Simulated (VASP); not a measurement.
**TiB2: interstitial Li from one void to a neighbouring one**

How hard is this move in TiB2: interstitial Li from one void to a neighbouring one? Both ends are relaxed first, then a band of images between them. The start is a cell from a database of measured crystal structures.

Calculated with VASP 6.6.1; PBEsol; plane waves and PAW (Ti, B), in the first sound run; inputs show where later runs differ.

## Step 1: The host crystal

The structure is hexagonal, space group P6/mmm (No. 191). The conventional cell has a = 3.029 Å, b = 3.029 Å, c = 3.228 Å, α = 90.00°, β = 90.00°, γ = 120.00°. Nearest to Ti lie 12 B at 2.38 Å. Nearest to B lie 3 B at 1.75 Å and 6 Ti at 2.38 Å. Farther neighbours are not listed.

Coordinates:

```
Ti B
1.0
     3.02920    0.00000    0.00000
    -1.51460    2.62336    0.00000
     0.00000    0.00000    3.22840
Ti B
1 2
Cartesian
  0.0000 0.0000 0.0000
  1.5146 0.8745 1.6142
  0.0000 1.7489 1.6142
```

## Step 2: Relax the host

The later steps need the crystal at this functional's own lattice; a raised cutoff keeps the stress reliable while the cell changes.

File INCAR:

```
SYSTEM = TiB2
PREC = Accurate
ENCUT = 420
EDIFF = 1E-06
NELM = 120
ISMEAR = 0
SIGMA = 0.1
LREAL = .FALSE.
ALGO = Normal
GGA = PS
NBANDS = 11
LASPH = .TRUE.
LORBIT = 11
LWAVE = .FALSE.
LCHARG = .FALSE.
KPAR = 5
IBRION = 2
NSW = 40
ISIF = 3
EDIFFG = -0.02
POTIM = 0.4
```

File POSCAR:

```
TiB2
1.0
    3.0292000000      0.0000000000      0.0000000000
   -1.5146000000      2.6233641531      0.0000000000
    0.0000000000      0.0000000000      3.2284000000
Ti B
1 2
Direct
    0.0000000000      0.0000000000      0.0000000000
    0.6666666667      0.3333333333      0.5000000000
    0.3333333333      0.6666666667      0.5000000000
```

File KPOINTS:

```
Automatic mesh
0
Gamma
7 7 6
0 0 0
```

The projector-augmented-wave data sets are Ti and B (PBE family, release 64).

Started as:

```sh
mpirun -np 5 vasp_std
```

Output:

```text
[banner, memory and clock lines left out]
running    5 mpi-ranks, on    1 nodes
 distrk:  each k-point on    1 cores,    5 groups
 distr:  one band on    1 cores,    1 groups

 POSCAR found type information on POSCAR TiB
 POSCAR found :  2 types and       3 ions
|                                                                             |
|           W    W    AA    RRRRR   N    N  II  N    N   GGGG   !!!           |
|           W    W   A  A   R    R  NN   N  II  NN   N  G    G  !!!           |
|           W    W  A    A  R    R  N N  N  II  N N  N  G       !!!           |
|           W WW W  AAAAAA  RRRRR   N  N N  II  N  N N  G  GGG   !            |
|           WW  WW  A    A  R   R   N   NN  II  N   NN  G    G                |
|           W    W  A    A  R    R  N    N  II  N    N   GGGG   !!!           |
|                                                                             |
|     For optimal performance we recommend to set                             |
|       NCORE = 2 up to number-of-cores-per-socket                            |
|     NCORE specifies how many cores store one orbital (NPAR=cpu/NCORE).      |
|     This setting can greatly improve the performance of VASP for DFT.       |
|     The default, NCORE=1 might be grossly inefficient on modern             |
|     multi-core architectures or massively parallel machines. Do your        |
|     Unfortunately you need to use the default for GW and RPA                |
|     calculations (for HF NCORE is supported but not extensively tested      |
|     yet).                                                                   |
|                                                                             |

|                                                                             |
|               ----> ADVICE to this user running VASP <----                  |
|                                                                             |
|     You enforced a specific xc type in the INCAR file but a different       |
|     [... a line on the potential file left out ...]
|     I HOPE YOU KNOW WHAT YOU ARE DOING!                                     |
|                                                                             |

 LDA part: xc-table for (Slater+PW92), standard interpolation
 POSCAR, INCAR and KPOINTS ok, starting setup
 FFT: planning ... GRIDC
 FFT: planning ... GRID_SOFT
 FFT: planning ... GRID
 WAVECAR not read
 entering main loop
       N       E                     dE             d eps       ncg     rms          rms(c)
DAV:   1     0.141672837281E+02    0.14167E+02   -0.40262E+03   736   0.704E+02
DAV:   2    -0.286436278789E+02   -0.42811E+02   -0.40253E+02   730   0.142E+02
DAV:   3    -0.306072834699E+02   -0.19637E+01   -0.19422E+01   936   0.330E+01
DAV:   4    -0.306244300404E+02   -0.17147E-01   -0.17095E-01   887   0.281E+00
DAV:   5    -0.306246043091E+02   -0.17427E-03   -0.17422E-03   860   0.223E-01    0.229E+01
DAV:   6    -0.256957269103E+02    0.49289E+01   -0.16303E+01   892   0.350E+01    0.502E+00
DAV:   7    -0.257042046408E+02   -0.84777E-02   -0.96257E-01   809   0.747E+00    0.451E+00
DAV:   8    -0.256782841283E+02    0.25921E-01   -0.89184E-02   852   0.292E+00    0.136E+00
DAV:   9    -0.256699225305E+02    0.83616E-02   -0.35308E-02   819   0.199E+00    0.961E-02
DAV:  10    -0.256698613648E+02    0.61166E-04   -0.17280E-03   800   0.417E-01    0.514E-02
DAV:  11    -0.256698397956E+02    0.21569E-04   -0.72656E-05   815   0.860E-02    0.247E-02
DAV:  12    -0.256698294434E+02    0.10352E-04   -0.58113E-05   848   0.710E-02    0.460E-03
DAV:  13    -0.256698287200E+02    0.72342E-06   -0.32191E-06   741   0.169E-02
   1 F= -.25669829E+02 E0= -.25669269E+02  d E =-.256698E+02
 curvature:   0.00 expect dE= 0.000E+00 dE for cont linesearch  0.000E+00
 trial: gam= 0.00000 g(F)=  0.611E-53 g(S)=  0.206E-01 ort = 0.000E+00 (trialstep = 0.100E+01)
 search vector abs. value=  0.206E-01
 bond charge predicted
       N       E                     dE             d eps       ncg     rms          rms(c)
DAV:   1    -0.256790458937E+02   -0.92165E-02   -0.24005E-01   707   0.507E+00    0.122E+00
DAV:   2    -0.256765476295E+02    0.24983E-02   -0.67224E-03   937   0.578E-01    0.779E-01
DAV:   3    -0.256757410305E+02    0.80660E-03   -0.17316E-03   782   0.501E-01    0.116E-01
DAV:   4    -0.256756377644E+02    0.10327E-03   -0.34390E-04   803   0.153E-01    0.192E-02
DAV:   5    -0.256756364035E+02    0.13609E-05   -0.16900E-05   773   0.324E-02    0.375E-03
DAV:   6    -0.256756360475E+02    0.35595E-06   -0.15115E-06   409   0.999E-03
   2 F= -.25675636E+02 E0= -.25675160E+02  d E =-.580733E-02
[...]
3 F= -.25677091E+02 E0= -.25676599E+02  d E =-.726259E-02
 curvature:  -0.34 expect dE=-0.512E-03 dE for cont linesearch -0.978E-07
 trial: gam= 0.07647 g(F)=  0.192E-49 g(S)=  0.150E-02 ort =-0.769E-04 (trialstep = 0.939E+00)
 search vector abs. value=  0.161E-02
 bond charge predicted
       N       E                     dE             d eps       ncg     rms          rms(c)
DAV:   1    -0.256781164482E+02   -0.10243E-02   -0.18477E-02   746   0.100E+00    0.965E-02
DAV:   2    -0.256778795053E+02    0.23694E-03   -0.18655E-03   890   0.454E-01    0.885E-02
DAV:   3    -0.256778438440E+02    0.35661E-04   -0.94573E-05   772   0.112E-01    0.338E-02
DAV:   4    -0.256778312297E+02    0.12614E-04   -0.20908E-05   800   0.364E-02    0.760E-03
DAV:   5    -0.256778310792E+02    0.15046E-06   -0.12179E-06   432   0.110E-02
   4 F= -.25677831E+02 E0= -.25677363E+02  d E =-.739764E-03
 trial-energy change:   -0.000740  1 .order   -0.000744   -0.001404   -0.000084
 step:   0.9985(harm=  0.9985)  dis= 0.00000  next Energy=   -25.677838 (dE=-0.746E-03)
 reached required accuracy - stopping structural energy minimisation
```

Run time: 5.2 s. Hardware: 5 MPI ranks of AMD EPYC 9R45, shared host; peak memory 0.66 GiB.

The logs omit lines about the potential files and the build; timing stands in the text.

OUTCAR, selected parts (step 2):

```text
ion  position               nearest neighbor table
   1  0.000  0.000  0.000-   2 2.38   3 2.38   2 2.38   3 2.38   3 2.38   3 2.38   2 2.38   2 2.38
                             2 2.38   2 2.38   3 2.38   3 2.38
   2  0.667  0.333  0.500-   3 1.75   3 1.75   3 1.75   1 2.38   1 2.38   1 2.38   1 2.38   1 2.38
                             1 2.38
   3  0.333  0.667  0.500-   2 1.75   2 1.75   2 1.75   1 2.38   1 2.38   1 2.38   1 2.38   1 2.38
                             1 2.38

  LATTYP: Found a hexagonal cell.
 ALAT       =     3.0292000000
 C/A-ratio  =     1.0657599366

 Subroutine GETGRP returns: Found 24 space group operations
 (whereof 24 operations were pure point group operations)

The static configuration has the point symmetry D_6h.

 Found     32 irreducible k-points:

   k-points           NKPTS =     32   k-points in BZ     NKDIM =     32   number of bands    NBANDS=     11

   dimension x,y,z NGX =    20 NGY =   20 NGZ =   24
   dimension x,y,z NGXF=    40 NGYF=   40 NGZF=   48

   ENCUT  =  420.0 eV  30.87 Ry    5.56 a.u.   5.06  5.06  5.39*2*pi/ulx,y,z

   NELECT =      10.0000    total number of electrons

 k-points in reciprocal lattice and weights: Automatic mesh
   0.00000000  0.00000000  0.00000000       0.003
   0.14285714 -0.00000000  0.00000000       0.020
   0.28571429 -0.00000000  0.00000000       0.020
   0.42857143 -0.00000000  0.00000000       0.020
   0.14285714  0.14285714  0.00000000       0.020
   0.28571429  0.14285714  0.00000000       0.041
   0.42857143  0.14285714  0.00000000       0.020
   0.28571429  0.28571429  0.00000000       0.020
   0.00000000  0.00000000  0.16666667       0.007
[...]
0.42857143  0.14285714  0.50000000       0.020
   0.28571429  0.28571429  0.50000000       0.020

 average (electrostatic) potential at core
       1 -23.0745       2 -25.8726       3 -25.8726

 E-fermi :   6.3467

 k-point     1 :       0.0000    0.0000    0.0000
  band No.  band energies     occupation
      1      -7.1077      2.00000
      2       3.7516      2.00000
      3       3.7516      2.00000
      4       4.2702      2.00000
      5       4.2959      2.00000
      6       8.3363      0.00000
      7       8.3363      0.00000
      8      10.2426      0.00000
      9      10.2426      0.00000
     10      12.2030      0.00000
    ...

 k-point     2 :       0.1429   -0.0000    0.0000
  band No.  band energies     occupation
      1      -6.7241      2.00000
      2       2.7257      2.00000
      3       3.6957      2.00000
      4       3.9786      2.00000
      5       4.4390      2.00000
      6       8.2261      0.00000
      7       8.9863      0.00000
      8       9.1349      0.00000
      9       9.3630      0.00000
     10      13.2792      0.00000
    ...

 k-point     3 :       0.2857   -0.0000    0.0000
  band No.  band energies     occupation
      1      -5.6220      2.00000
      2       0.5531      2.00000
      3       3.4722      2.00000
      4       3.5090      2.00000
      5       4.4872      2.00000
      6       7.9884      0.00000
      7       8.6577      0.00000
      8       8.9677      0.00000
      9      10.0019      0.00000
     10      13.8130      0.00000
    ...

  Total        0.0161969      0.0161969     -0.0056168      0.0000000     -0.0000000      0.0000000
  in kB        1.0291826      1.0291826     -0.3569049      0.0000000     -0.0000000      0.0000000
  external PRESSURE =       0.5671535 kB  Pullay stress =       0.0000000 kB

  energy-cutoff  :      420.00
  volume of cell :       25.21
      direct lattice vectors                 reciprocal lattice vectors
     3.022278760  0.000000000  0.000000000     0.330876163  0.191031442  0.000000000
    -1.511139380  2.617370183 -0.000000000     0.000000000  0.382062884  0.000000000
    -0.000000000  0.000000000  3.187504719    -0.000000000  0.000000000  0.313725026

 POSITION                                       TOTAL-FORCE (eV/Angst)
 -----------------------------------------------------------------------------------
      3.02228      0.00000      0.00000         0.000000      0.000000      0.000000
      1.51114      0.87246      1.59375         0.000000     -0.000000      0.000000
     -0.00000      1.74491      1.59375        -0.000000      0.000000      0.000000
 -----------------------------------------------------------------------------------
    total drift:                               -0.000000      0.000000     -0.000000

  FREE ENERGIE OF THE ION-ELECTRON SYSTEM (eV)
  ---------------------------------------------------
  free  energy   TOTEN  =       -25.6778310792 eV

  energy  without entropy=      -25.6768939320  energy(sigma->0) =      -25.67736251

 reached required accuracy - stopping structural energy minimisation

 total charge
# of ion       s       p       d       tot
------------------------------------------
    1        0.471   0.841   2.882   4.194
    2        0.688   1.328   0.000   2.016
    3        0.688   1.328   0.000   2.016
--------------------------------------------------
tot          1.847   3.497   2.882   8.226

[... 3 further parts left out ...]
```

CONTCAR:

```
TiB2
   1.00000000000000
     3.0222787598602312    0.0000000000000000    0.0000000000000000
    -1.5111393799301156    2.6173701833135712   -0.0000000000000000
    -0.0000000000000000    0.0000000000000000    3.1875047193642199
  Ti              B
     1     2
Direct
     1.0000000000000000    0.0000000000000000    0.0000000000000000
     0.6666666667000030    0.3333333332999970    0.5000000000000000
     0.3333333332999970    0.6666666667000030    0.5000000000000000
```

The k-mesh is coarse for a metal. The PAW data sets were made with PBE, which is usual practice but a small mismatch for other functionals. The data set Ti keeps the semicore shell frozen, which is cheaper and a little less accurate. The run keeps the 24 symmetry operations of its start, so it cannot find a distortion of lower symmetry.

The steps of the relaxation:

```
step  energy less that of the first step (eV)  largest force (eV/Å)  pressure (GPa)  volume (Å³)
   1                                   0.0000                0.0000           -4.23        25.66
   2                                  -0.0058                0.0000            2.70        24.99
   3                                  -0.0073                0.0000            0.49        25.19
   4                                  -0.0080                0.0000            0.06        25.21
```

```
conventional cell, symmetrised  before  after  change
                         a (Å)   3.029  3.022  -0.2 %
                         b (Å)   3.029  3.022  -0.2 %
                         c (Å)   3.228  3.188  -1.3 %
              volume (Å³/atom)    8.55   8.40  -1.7 %
```

The relaxed structure:

```xyz
3
Lattice="3.0223 0.0000 0.0000 -1.5111 2.6174 0.0000 0.0000 0.0000 3.1875" Properties=species:S:1:pos:R:3 pbc="T T T"
Ti    0.0000    0.0000    0.0000
B     1.5111    0.8725    1.5938
B     0.0000    1.7449    1.5938
```

This step gave:

```yaml
electronic_cycles: 29
electrons: 10
free_energy_toten: -25.68 eV
energy_at_zero_smearing: -25.68 eV
fermi_energy: 6.347 eV
metallic: yes
```

The run ended after 4 ionic steps, 0.008 eV below its first step, once forces and stress met EDIFFG = -0.02.

[end of part 1 of 5]

[Lines on the potential files, build, host, timing and source positions are cut from VASP's logs without a mark.]

[Logs are printed without paths, hosts, clocks, repeated set-up lines and the standing remarks that a program may print on its own settings, such as how far it seeks lower states.]

[Hosts, paths, dates, database ids (printed as entryN), source tags and the programs' standing remarks are cut or masked in the printed files.]

[Runs that stopped without an error message from VASP are left out.]
